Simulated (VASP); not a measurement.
Runs of VASP 6.6.1 on LiBiS3. The structure is cubic, space group Pm-3m (No. 221). The conventional cell has a = 4.561 Å, b = 4.561 Å, c = 4.561 Å, α = 90.00°, β = 90.00°, γ = 90.00°. Li (site symmetry m-3m) has 6 S at 2.28 Å as nearest neighbours. Bi (site symmetry m-3m) is surrounded by 12 S at 3.23 Å. S (site symmetry 4/mmm) is surrounded by 2 Li at 2.28 Å. The cell was built by a generator and needn't be a form met in nature.

```tsv
level	potentials or basis	cell	cutoff (eV)	target pressure	gap on the mesh (eV)	pressure (GPa)	relaxed volume (Å³/atom)
BLYP+D3	VASP PAW PBE potentials, release 64 (Li_sv, Bi_d, S)	relaxed	600	-	none	0.0	(a)
BLYP+D3(BJ)	VASP PAW PBE potentials, release 64 (Li_sv, Bi_d, S)	relaxed	600	-	none	0.1	18.44
PBE	VASP PAW PBE potentials, release 64 (Li, Bi, S)	relaxed	900	-	none	0.0	18.94
PBE	VASP PAW PBE potentials, release 64 (Li_sv, Bi_d, S)	relaxed	900	-	none	-0.1	-
LDA	VASP PAW LDA potentials, release 64 (Li_sv, Bi_d, S)	relaxed to 20 GPa	600	20 GPa	none	20.0	-
```

Alike in all rows: task relaxation of cell and atoms; no spin polarisation; k mesh 5 × 5 × 5; smearing fermi-dirac 0.05 eV.

Question: Estimate the missing entries.

Answer: (a) 20.14.

Caveats: spin-orbit coupling is left out, which moves the levels of the heavy elements; the cutoff is under 1.25 times the usual one of these potentials, so pressure, stress and relaxed cells hold a basis-set (Pulay) error (some runs); the PAW data sets were made with another functional, which shifts forces and pressure a little (some runs); pairwise dispersion overbinds metals, which lowers pressure and volume (some runs); the relaxation stopped at its first step, so nothing moved (some runs); the cell is relaxed towards a set pressure, so the enthalpy falls and the energy may rise (some runs); the volume moved by over 15 % at a fixed basis, so the end points are rough (some runs).

A k mesh can miss the band edges, and the runs leave out spin-orbit coupling on Bi.

A gap of «none» marks a metal or a gap under the smearing width.

The runs don't all hold the same shells in valence.
